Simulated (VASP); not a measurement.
Input:

```yaml
crystal:
  lattice:
    - [4.44000, 2.22000, 2.22000]
    - [2.22000, 4.44000, 2.22000]
    - [2.22000, 2.22000, 4.44000]
  atoms:
    - { symbol: Mn, position: [0.00000, 0.00000, 0.00000], spin: 5.0 }
    - { symbol: Mn, position: [0.50000, 0.50000, 0.50000], spin: -5.0 }
    - { symbol: O, position: [0.25000, 0.25000, 0.25000] }
    - { symbol: O, position: [0.75000, 0.75000, 0.75000] }
```

All values below come from PBE GGA, VASP's PBE PAW potentials (set 64) (plane waves; VASP 6.6.1). Numerical set-up: 520 eV cut-off, 7×7×7 Γ-centred mesh, Gaussian smearing of 0.050 eV, potentials Mn_pv O.

Task: Give the stress tensor in GPa (positive for a compressed cell).

Result: 
```
 0.07  -1.78  -1.78
-1.78   0.07  -1.78
-1.78  -1.78   0.07
```
The pressure is its mean diagonal, 0.07 GPa.

The compound is MnO in the rock salt, AFM-II order structure. The cell was not relaxed at this level.
